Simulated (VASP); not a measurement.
VASP input:

INCAR:
```
# general
SYSTEM   =  Ca3CdO4
PREC     =  Accurate
ENCUT    =  400
LREAL    =  .False.
LASPH    =  .True.

# electronic loop
EDIFF    =  1E-6
NELM     =  100
ALGO     =  Normal
LMAXMIX  =  4

# smearing
ISMEAR   =  0
SIGMA    =  0.01

# ions
ISIF     =  2

# output
LWAVE    =  .False.
LCHARG   =  .False.
```

**POSCAR**
```
Ca3CdO4
1
    3.3072640000    -4.6941350000     0.0000000000
    3.3072640000     4.6941350000     0.0000000000
    0.0000000000     0.0000000000     3.3319270000
Ca Cd O
3 1 4
Direct
  0.5000000000   0.5000000000   0.0000000000
  0.5000000000   0.0000000000   0.5000000000
  0.0000000000   0.5000000000   0.5000000000
  0.0000000000   0.0000000000   0.0000000000
  0.2526000000   0.7474000000   0.0000000000
  0.7474000000   0.2526000000   0.0000000000
  0.2527100000   0.2527100000   0.5000000000
  0.7472900000   0.7472900000   0.5000000000
```

KPOINTS:
```
Automatic mesh
0
Gamma
4 4 7
0 0 0
```

POTCAR, in this order: Ca_sv Cd O (LDA.64 set). Program: vasp_std.

Write an equivalent input for Quantum ESPRESSO's pw.x.

One equivalent input (not run):
```
&CONTROL
  calculation = 'scf'
  pseudo_dir = './pseudo'
  outdir = './out'
  tprnfor = .true.
  tstress = .true.
/
&SYSTEM
  ibrav = 0
  nat = 8
  ntyp = 3
  ecutwfc = 102
  occupations = 'smearing'
  smearing = 'gaussian'
  degauss = 0.000735
  input_dft = 'pz'
/
&ELECTRONS
  conv_thr = 7.3e-08
  electron_maxstep = 100
/
ATOMIC_SPECIES
  Ca 40.078 Ca.upf
  Cd 112.414 Cd.upf
  O 15.999 O.upf
CELL_PARAMETERS angstrom
     3.3072640   -4.6941350    0.0000000
     3.3072640    4.6941350    0.0000000
     0.0000000    0.0000000    3.3319270
ATOMIC_POSITIONS crystal
  Ca   0.5000000  0.5000000  0.0000000
  Ca   0.5000000  0.0000000  0.5000000
  Ca   0.0000000  0.5000000  0.5000000
  Cd   0.0000000  0.0000000  0.0000000
  O    0.2526000  0.7474000  0.0000000
  O    0.7474000  0.2526000  0.0000000
  O    0.2527100  0.2527100  0.5000000
  O    0.7472900  0.7472900  0.5000000
K_POINTS automatic
  4 4 7 0 0 0
```
The two are equivalent in intent, not identical: the potentials are each code's own (VASP's PAW set, PseudoDojo norm-conserving files in pw.x), so ENCUT and ecutwfc are chosen apart and not converted; conv_thr bounds pw.x's estimated SCF error, while EDIFF bounds the energy change between steps.

The structure comes from a computed database's Ca3CdO4 entry (Cmmm); how it stands against other phases isn't given here. The cell was not relaxed at this level.
